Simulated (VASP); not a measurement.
# A VASP study of W2CN (PBE + rVV10): structure first, properties next, part 4 of 5

Aim: relax W2CN, then compute properties on the relaxed cell. The cell is invented: it takes the structure of a Materials Project entry for Zr2CN (space group 166 there), with some of its atoms replaced by other elements, volume scaled by an estimate. It may not be a known or stable phase.

VASP 6.6.1, plane waves and PAW; the level of theory is named at each step.

Still holding for the runs below: This run has no spin polarisation, although W can carry a moment. Its electron count is odd, so without a moment it is a metal by construction.

So far. Step 4 (Single point with fields (PBE + rVV10)): In this run the pressure is -0.03 GPa, small enough to go on. Step 5 (Band structure (PBE + rVV10)): There is no gap at this level. The relaxed cell has a = 2.905, c = 17.020 Å (conventional setting).

### Step 6. Total and projected DOS (PBE + rVV10)

Level of this step: PBE with rVV10, no spin polarisation; plane waves and PAW (W, N, C); invented cell (VASP).

Here the states are counted by energy and projected on the atoms. The mesh is finer than in the run before.

The input, INCAR:

```
SYSTEM = W2CN
PREC = Accurate
ENCUT = 520
EDIFF = 1E-06
NELM = 100
ISMEAR = -5
SIGMA = 0.05
LREAL = .FALSE.
ALGO = Normal
GGA = PE
LUSE_VDW = .TRUE.
IVDW_NL = 2
BPARAM = 10
CPARAM = 0.0093
LASPH = .TRUE.
NBANDS = 24
LORBIT = 11
LWAVE = .FALSE.
LCHARG = .FALSE.
KPAR = 2
NEDOS = 2001
```

The input, POSCAR:

```
W2CN
1.0
    1.4527387960      0.8387394557      5.6733830770
   -1.4527387960      0.8387394557      5.6733830770
    0.0000000000     -1.6774781074      5.6733830846
W N C
2 1 1
Direct
    0.7468982251      0.7468982251      0.7468982244
    0.2531017749      0.2531017749      0.2531017756
    0.5000000000      0.5000000000      0.5000000000
    0.0000000000      0.0000000000      0.0000000000
```

The input, KPOINTS:

```
Automatic mesh
0
Gamma
13 13 13
0 0 0
```

PAW data sets: W, N and C (PBE family, release 64).

On the command line:

```sh
$ mpirun -np 2 vasp_std
```

The program printed:

```text
[... set-up lines as in an earlier step ...]
 entering main loop
       N       E                     dE             d eps       ncg     rms          rms(c)
Total rVV10 correction in eV:      0.3699698    30.4038355
Total rVV10 correction in eV:      0.3699698    30.4038355
DAV:   1     0.703361022787E+02    0.70336E+02   -0.96725E+03 11088   0.805E+02
DAV:   2    -0.434187719256E+02   -0.11375E+03   -0.10604E+03 13512   0.220E+02
DAV:   3    -0.488368892270E+02   -0.54181E+01   -0.53479E+01 13664   0.420E+01
DAV:   4    -0.488780287656E+02   -0.41140E-01   -0.41210E-01 12408   0.436E+00
DAV:   5    -0.488782756248E+02   -0.24686E-03   -0.24729E-03 13824   0.302E-01    0.450E+01
Total rVV10 correction in eV:      0.3712138    30.4038355
Total rVV10 correction in eV:      0.3712138    30.4038355
DAV:   6    -0.424425358094E+02    0.64357E+01   -0.12050E+01 15768   0.249E+01    0.136E+01
Total rVV10 correction in eV:      0.3538767    30.4038355
Total rVV10 correction in eV:      0.3538767    30.4038355
DAV:   7    -0.422513378703E+02    0.19120E+00   -0.17810E+00 12216   0.898E+00    0.121E+01
Total rVV10 correction in eV:      0.3404691    30.4038355
Total rVV10 correction in eV:      0.3404691    30.4038355
DAV:   8    -0.421721391770E+02    0.79199E-01   -0.25958E-01 13304   0.366E+00    0.201E+00
Total rVV10 correction in eV:      0.3427231    30.4038355
Total rVV10 correction in eV:      0.3427231    30.4038355
DAV:   9    -0.421550396896E+02    0.17099E-01   -0.32643E-02 13184   0.149E+00    0.599E-01
Total rVV10 correction in eV:      0.3449037    30.4038355
Total rVV10 correction in eV:      0.3449037    30.4038355
DAV:  10    -0.421541696821E+02    0.87001E-03   -0.69646E-03 13104   0.445E-01    0.389E-01
Total rVV10 correction in eV:      0.3455810    30.4038355
Total rVV10 correction in eV:      0.3455810    30.4038355
DAV:  11    -0.421541158745E+02    0.53808E-04   -0.37178E-04 13288   0.118E-01    0.236E-02
Total rVV10 correction in eV:      0.3455806    30.4038355
Total rVV10 correction in eV:      0.3455806    30.4038355
DAV:  12    -0.421541023111E+02    0.13563E-04   -0.25987E-05 13888   0.426E-02    0.280E-02
Total rVV10 correction in eV:      0.3456166    30.4038355
Total rVV10 correction in eV:      0.3456166    30.4038355
DAV:  13    -0.421540945334E+02    0.77777E-05   -0.68603E-06 12352   0.127E-02    0.116E-02
Total rVV10 correction in eV:      0.3456276    30.4038355
Total rVV10 correction in eV:      0.3456276    30.4038355
DAV:  14    -0.421540950027E+02   -0.46934E-06   -0.20498E-07  7240   0.270E-03
Total rVV10 correction in eV:      0.3456215    30.4038355
Total rVV10 correction in eV:      0.3456215    30.4038355
Total rVV10 correction in eV:      0.3456235    30.4038355
Total rVV10 correction in eV:      0.3456235    30.4038355
   1 F= -.42154095E+02 E0= -.42154095E+02  d E =0.000000E+00
 -----------------------------------------------------------------------------
|                                                                             |
|           W    W    AA    RRRRR   N    N  II  N    N   GGGG   !!!           |
|           W    W   A  A   R    R  NN   N  II  NN   N  G    G  !!!           |
|           W    W  A    A  R    R  N N  N  II  N N  N  G       !!!           |
|           W WW W  AAAAAA  RRRRR   N  N N  II  N  N N  G  GGG   !            |
|           WW  WW  A    A  R   R   N   NN  II  N   NN  G    G                |
|           W    W  A    A  R    R  N    N  II  N    N   GGGG   !!!           |
|                                                                             |
|     Tetrahedron method does not include variations of the Fermi             |
|     occupations, so forces and stress will be inaccurate. We suggest        |
|     using a different smearing scheme ISMEAR = 1 or 2 for metals in         |
|     relaxations.                                                            |
|                                                                             |
 -----------------------------------------------------------------------------
```

Wall time 4.2 min (2 MPI ranks of Intel Xeon 6975P-C (Granite Rapids), shared host); peak memory 1.6 GiB; 8.4 min of CPU time.

OUTCAR, selected parts (step 6):

```text
   k-points           NKPTS =    231   k-points in BZ     NKDIM =    231   number of bands    NBANDS=     24

   NELECT =      21.0000    total number of electrons

 E-fermi :   9.5658

 k-point     1 :       0.0000    0.0000    0.0000
  band No.  band energies     occupation
    ...
      8       7.5147      2.00000
      9       7.5147      2.00000
     10       8.0311      2.00000
     11       8.0311      2.00000
     12       9.4335      0.65654
     13       9.4335      0.34799
     14      10.2648      0.00000
     15      10.2648      0.00000
     16      10.6637      0.00000
     17      13.7887      0.00000
    ...

  Total       -0.0948629     -0.0948629      0.0702956      0.0000000      0.0000000     -0.0000000
  in kB       -3.6643686     -3.6643690      2.7153812      0.0000000      0.0000001     -0.0000000
  external PRESSURE =      -1.5377855 kB  Pullay stress =       0.0000000 kB

 POSITION                                       TOTAL-FORCE (eV/Angst)
 -----------------------------------------------------------------------------------
      0.00000      0.00000     12.71232        -0.000000     -0.000000     -0.068021
      0.00000      0.00000      4.30783        -0.000000      0.000000      0.068021
      0.00000      0.00000      8.51007         0.000000      0.000000      0.000000
      0.00000      0.00000      0.00000        -0.000000     -0.000000      0.000000
 -----------------------------------------------------------------------------------
    total drift:                               -0.000000     -0.000000     -0.000000

  FREE ENERGIE OF THE ION-ELECTRON SYSTEM (eV)
  ---------------------------------------------------
  free  energy   TOTEN  =       -42.1540950027 eV

  energy  without entropy=      -42.1540950027  energy(sigma->0) =      -42.15409500

[... 6 parts as in an earlier step ...]

[... 10 further parts left out ...]
```

With tetrahedra the forces and stress of a metal are not exact derivatives of the energy.

Numbers from this step:

| Item | Value |
| --- | --- |
| irreducible k-points | 231 |
| free energy (TOTEN) | -42.15 eV |
| pressure | -0.1538 GPa |
| DOS at the Fermi level | 1.846 states/eV/cell |

The density of states has structure finer than the step of the table below, so its rows give means over 0.5 eV, whole bins alone (the curve runs from -12.0 to 5.46 eV). Peaks (eV: height): total -7.35: 3.83, -5.88: 5.32, 0.52: 3.17, 1.91: 3.30; W d -5.72: 2.44, 0.52: 2.36, 1.14: 2.33, 1.91: 2.58; N p -7.35: 0.909, -6.88: 0.439, -5.96: 0.757, -2.64: 0.270; C p -7.42: 0.239, -6.11: 0.687, -5.88: 0.69, -2.64: 0.212; W p -7.42: 0.286, -6.11: 0.793.

States under -12.0 eV and over 5.5 eV are left out. The density of states by energy, zero at the Fermi level; means over each step; 7 of 8 lines; values in states/eV/cell:

| energy (eV) | total | W d | N p | C p | W p | W s | N s |
| --- | --- | --- | --- | --- | --- | --- | --- |
| -10.5 | 0 | 0 | 0 | 0 | 0 | 0 | 0 |
| -10.0 | 0.0297 | 0.00626 | 0.00357 | 0.00224 | 5.9e-4 | 0.0127 | 7.8e-5 |
| -9.5 | 0.246 | 0.0666 | 0.0332 | 0.0190 | 0.00613 | 0.0720 | 0.00125 |
| -9.0 | 0.638 | 0.185 | 0.0943 | 0.0491 | 0.0222 | 0.153 | 0.00398 |
| -8.5 | 1.36 | 0.412 | 0.233 | 0.0997 | 0.0590 | 0.272 | 0.00823 |
| -8.0 | 1.83 | 0.591 | 0.340 | 0.135 | 0.0984 | 0.293 | 0.0125 |
| -7.5 | 2.62 | 0.949 | 0.587 | 0.178 | 0.191 | 0.233 | 0.0128 |
| -7.0 | 1.45 | 0.553 | 0.317 | 0.110 | 0.119 | 0.0792 | 0.00682 |
| -6.5 | 2.38 | 0.868 | 0.350 | 0.289 | 0.310 | 0.0802 | 0.00659 |
| -6.0 | 4.78 | 1.95 | 0.658 | 0.592 | 0.625 | 0.0523 | 0.0105 |
| -5.5 | 3.55 | 1.71 | 0.601 | 0.368 | 0.249 | 0.0230 | 0.00525 |
| -5.0 | 2.25 | 1.05 | 0.432 | 0.241 | 0.124 | 0.0134 | 0.00348 |
| -4.5 | 1.27 | 0.605 | 0.154 | 0.193 | 0.0860 | 0.00850 | 0.00219 |
| -4.0 | 1.11 | 0.513 | 0.138 | 0.175 | 0.0759 | 0.00521 | 0.00141 |
| -3.5 | 0.470 | 0.240 | 0.0640 | 0.0581 | 0.0214 | 0.00294 | 6.6e-4 |
| -3.0 | 0.999 | 0.484 | 0.145 | 0.114 | 0.0495 | 0.0155 | 0.00339 |
| -2.5 | 1.38 | 0.662 | 0.199 | 0.148 | 0.0659 | 0.0353 | 0.00772 |
| -2.0 | 0.916 | 0.526 | 0.102 | 0.0719 | 0.0296 | 0.0269 | 0.00598 |
| -1.5 | 1.60 | 1.04 | 0.144 | 0.0957 | 0.0392 | 0.0356 | 0.00811 |
| -1.0 | 2.02 | 1.41 | 0.160 | 0.109 | 0.0425 | 0.0368 | 0.00759 |
| -0.5 | 2.17 | 1.62 | 0.122 | 0.100 | 0.0421 | 0.0401 | 0.0144 |
| 0.0 | 1.95 | 1.47 | 0.0966 | 0.0877 | 0.0335 | 0.0374 | 0.0200 |
| 0.5 | 2.70 | 2.04 | 0.147 | 0.126 | 0.0527 | 0.0484 | 0.0233 |
| 1.0 | 2.79 | 2.12 | 0.151 | 0.114 | 0.0677 | 0.0563 | 0.0226 |
| 1.5 | 2.41 | 1.87 | 0.121 | 0.0792 | 0.0606 | 0.0637 | 0.0260 |
| 2.0 | 2.99 | 2.30 | 0.169 | 0.0883 | 0.0737 | 0.0866 | 0.0409 |
| 2.5 | 2.65 | 1.99 | 0.196 | 0.0867 | 0.0673 | 0.0597 | 0.0437 |
| 3.0 | 2.54 | 1.93 | 0.183 | 0.0886 | 0.0669 | 0.0596 | 0.0369 |
| 3.5 | 1.84 | 1.26 | 0.108 | 0.115 | 0.0649 | 0.107 | 0.0394 |
| 4.0 | 0.834 | 0.484 | 0.0673 | 0.0514 | 0.0527 | 0.0593 | 0.0270 |
| 4.5 | 1.69 | 0.959 | 0.0659 | 0.105 | 0.122 | 0.125 | 0.0643 |
| 5.0 | 1.68 | 0.877 | 0.0644 | 0.158 | 0.101 | 0.110 | 0.0583 |

Force by atom:

| atom | x (eV/Å) | y (eV/Å) | z (eV/Å) | size |
| --- | --- | --- | --- | --- |
| W1 | 0.0000 | 0.0000 | -0.0680 | 0.0680 |
| W2 | 0.0000 | 0.0000 | 0.0680 | 0.0680 |
| N3 | 0.0000 | 0.0000 | 0.0000 | 0.0000 |
| C4 | 0.0000 | 0.0000 | 0.0000 | 0.0000 |

The finer mesh and the other smearing move the Fermi level by -0.00 eV from the 9×9×9 run, a small shift, which tests the Fermi level alone. Of the states within 0.3 eV of the Fermi level, the largest shares in the PAW spheres are W d 76 %. The rest lies in smaller channels or between the spheres.

### Step 7. Optical spectrum (PBE + rVV10)

LOPTICS sums transitions from filled to empty bands. NBANDS is raised for it.

Edit INCAR of step 6 so:

```diff
@@ -5,3 +5,3 @@
 NELM = 100
-ISMEAR = -5
+ISMEAR = -1
 SIGMA = 0.05
@@ -15,3 +15,3 @@
 LASPH = .TRUE.
-NBANDS = 24
+NBANDS = 42
 LORBIT = 11
@@ -20,2 +20,4 @@
 KPAR = 2
-NEDOS = 2001
+LOPTICS = .TRUE.
+NEDOS = 1500
+CSHIFT = 0.1
```

POSCAR is that of step 6.

KPOINTS is that of step 6.

On the command line:

```sh
$ mpirun -np 2 vasp_std
```

The program printed:

```text
[... set-up lines as in an earlier step ...]
 entering main loop
       N       E                     dE             d eps       ncg     rms          rms(c)
Total rVV10 correction in eV:      0.3699698    30.4038355
Total rVV10 correction in eV:      0.3699698    30.4038355
DAV:   1     0.692844703471E+02    0.69284E+02   -0.86517E+03 19404   0.460E+02
DAV:   2    -0.447435825871E+02   -0.11403E+03   -0.10316E+03 22016   0.142E+02
DAV:   3    -0.488652155843E+02   -0.41216E+01   -0.40647E+01 25464   0.248E+01
DAV:   4    -0.488789096713E+02   -0.13694E-01   -0.13689E-01 23848   0.150E+00
DAV:   5    -0.488789546635E+02   -0.44992E-04   -0.44991E-04 25370   0.839E-02    0.450E+01
Total rVV10 correction in eV:      0.3711489    30.4038355
Total rVV10 correction in eV:      0.3711489    30.4038355
DAV:   6    -0.424638742779E+02    0.64151E+01   -0.46540E+00 29390   0.142E+01    0.143E+01
Total rVV10 correction in eV:      0.3532864    30.4038355
Total rVV10 correction in eV:      0.3532864    30.4038355
DAV:   7    -0.422577042258E+02    0.20617E+00   -0.14643E+00 23964   0.487E+00    0.119E+01
Total rVV10 correction in eV:      0.3413140    30.4038355
Total rVV10 correction in eV:      0.3413140    30.4038355
DAV:   8    -0.421723455295E+02    0.85359E-01   -0.18916E-01 26128   0.225E+00    0.208E+00
Total rVV10 correction in eV:      0.3429107    30.4038355
Total rVV10 correction in eV:      0.3429107    30.4038355
DAV:   9    -0.421565965945E+02    0.15749E-01   -0.28940E-02 24188   0.884E-01    0.460E-01
Total rVV10 correction in eV:      0.3448312    30.4038355
Total rVV10 correction in eV:      0.3448312    30.4038355
DAV:  10    -0.421558932745E+02    0.70332E-03   -0.34343E-03 24470   0.222E-01    0.323E-01
Total rVV10 correction in eV:      0.3455079    30.4038355
Total rVV10 correction in eV:      0.3455079    30.4038355
DAV:  11    -0.421558877006E+02    0.55740E-05   -0.17222E-04 25982   0.549E-02    0.793E-02
Total rVV10 correction in eV:      0.3455948    30.4038355
Total rVV10 correction in eV:      0.3455948    30.4038355
DAV:  12    -0.421558761000E+02    0.11601E-04   -0.13390E-05 24726   0.168E-02    0.115E-02
Total rVV10 correction in eV:      0.3456354    30.4038355
Total rVV10 correction in eV:      0.3456354    30.4038355
DAV:  13    -0.421558768925E+02   -0.79252E-06   -0.13242E-06 22278   0.460E-03
Total rVV10 correction in eV:      0.3456273    30.4038355
Total rVV10 correction in eV:      0.3456273    30.4038355
Total rVV10 correction in eV:      0.3456300    30.4038355
Total rVV10 correction in eV:      0.3456300    30.4038355
   1 F= -.42155877E+02 E0= -.42147874E+02  d E =-.160049E-01
 optical routines
 imaginary and real dielectric function
 recalculating local potential from charge density
Total rVV10 correction in eV:      0.3456300    30.4038355
Total rVV10 correction in eV:      0.3456300    30.4038355
 direction            1
 direction            2
 direction            3
```

Elapsed: 6 min, on 2 MPI ranks; peak memory 2 GiB; 12 min of CPU time.

From OUTCAR (step 7):

```text
   k-points           NKPTS =    231   k-points in BZ     NKDIM =    231   number of bands    NBANDS=     42

   NELECT =      21.0000    total number of electrons

 E-fermi :   9.5193

 k-point     1 :       0.0000    0.0000    0.0000
  band No.  band energies     occupation
    ...
      9       7.5163      2.00000
     10       8.0299      2.00000
     11       8.0299      2.00000
     12       9.4343      1.69122
     13       9.4343      1.69122
     14      10.2658      0.00000
     15      10.2658      0.00000
     16      10.6636      0.00000
     17      13.7892      0.00000
     18      16.5178      0.00000
    ...

  Total        0.0090866      0.0090866     -0.0782347      0.0000000     -0.0000000     -0.0000000
  in kB        0.3509990      0.3509991     -3.0220549      0.0000000     -0.0000001     -0.0000000
  external PRESSURE =      -0.7733522 kB  Pullay stress =       0.0000000 kB

 POSITION                                       TOTAL-FORCE (eV/Angst)
 -----------------------------------------------------------------------------------
      0.00000      0.00000     12.71232         0.000000     -0.000000     -0.067600
      0.00000      0.00000      4.30783         0.000000      0.000000      0.067600
      0.00000      0.00000      8.51007         0.000000     -0.000000     -0.000000
      0.00000      0.00000      0.00000         0.000000     -0.000000      0.000000
 -----------------------------------------------------------------------------------
    total drift:                               -0.000000     -0.000000     -0.000000

  FREE ENERGIE OF THE ION-ELECTRON SYSTEM (eV)
  ---------------------------------------------------
  free  energy   TOTEN  =       -42.1558768925 eV

  energy  without entropy=      -42.1398719547  energy(sigma->0) =      -42.14787442

 plasma frequency squared (from intraband transitions) (eV^2)
  --------------------------------------------------------------------------------------
      61.191       0.000      -0.000
       0.000      61.191       0.000
      -0.000       0.000      22.288

[... 7 parts as in an earlier step ...]

[... 9 further parts left out ...]
```

These are independent-particle spectra without excitons or local fields, and fine structure depends on the mesh and on CSHIFT. The intraband (Drude) part is not in this spectrum.

This step gave:

* SCF cycles: 13
* bands: 42
* free energy (TOTEN): -42.16 eV
* energy at zero smearing: -42.15 eV
* Fermi energy: 9.519 eV
* pressure: -0.07734 GPa

The imaginary dielectric function has structure finer than the step of the table below, so its rows give means over 1 eV, whole bins alone (the curve runs from 0 to 25.0 eV). Peaks (eV: height): xx 0.6: 130; zz 0.5: 77.2.

The imaginary dielectric function by photon energy; means over each step:

| photon energy (eV) | xx | zz |
| --- | --- | --- |
| 1 | 84.7 | 48.8 |
| 2 | 29.3 | 19.9 |
| 3 | 13.1 | 14.5 |
| 4 | 9.88 | 14.5 |
| 5 | 9.15 | 7.69 |
| 6 | 7.98 | 7.54 |
| 7 | 7.48 | 9.21 |
| 8 | 6.27 | 10.5 |
| 9 | 5.01 | 7.52 |
| 10 | 4.97 | 5.42 |
| 11 | 4.71 | 4.71 |
| 12 | 3.56 | 5.24 |
| 13 | 3.08 | 3.87 |
| 14 | 2.92 | 3.45 |
| 15 | 2.31 | 2.81 |
| 16 | 2.11 | 1.96 |
| 17 | 1.98 | 1.45 |
| 18 | 1.66 | 0.984 |
| 19 | 1.61 | 1.02 |
| 20 | 1.58 | 1.54 |
| 21 | 1.22 | 1.56 |
| 22 | 1.15 | 1.17 |
| 23 | 0.853 | 0.903 |
| 24 | 0.685 | 0.643 |

Real dielectric function against photon energy:

| photon energy (eV) | xx | zz |
| --- | --- | --- |
| 0 | 175 | 112 |
| 1 | -16.8 | 3.99 |
| 2 | -7.97 | 3.76 |
| 3 | -4.55 | 5.69 |
| 4 | -0.739 | -1.22 |
| 5 | 0.834 | 2.40 |
| 6 | -1.43 | 2.39 |
| 7 | -0.109 | 2.82 |
| 8 | -1.46 | -0.165 |
| 9 | -0.744 | -2.14 |
| 10 | -0.206 | -1.77 |
| 11 | -1.83 | -1.31 |
| 12 | -1.09 | -1.31 |
| 13 | -0.901 | -1.96 |
| 14 | -1.25 | -1.81 |
| 15 | -1.06 | -2.22 |
| 16 | -0.853 | -1.80 |
| 17 | -0.782 | -1.51 |
| 18 | -0.658 | -1.01 |
| 19 | -0.385 | -0.312 |
| 20 | -0.760 | -0.0813 |
| 21 | -0.671 | -0.799 |
| 22 | -0.638 | -0.845 |
| 23 | -0.615 | -0.758 |
| 24 | -0.411 | -0.630 |

Force by atom:

| atom | x (eV/Å) | y (eV/Å) | z (eV/Å) | size |
| --- | --- | --- | --- | --- |
| W1 | 0.0000 | 0.0000 | -0.0676 | 0.0676 |
| W2 | 0.0000 | 0.0000 | 0.0676 | 0.0676 |
| N3 | 0.0000 | 0.0000 | 0.0000 | 0.0000 |
| C4 | 0.0000 | 0.0000 | 0.0000 | 0.0000 |

(Part 4 of 5 ends here.)

[Lines on the potential files, build, host, timing and source positions are cut from VASP's logs without a mark.]

[Logs are printed without paths, hosts, clocks, repeated set-up lines and the standing remarks that a program may print on its own settings, such as how far it seeks lower states.]

[Hosts, paths, dates, database ids (printed as entryN), source tags and the programs' standing remarks are cut or masked in the printed files.]

[A measured line is paired with the nearest computed mode of its activity, which favours agreement.]
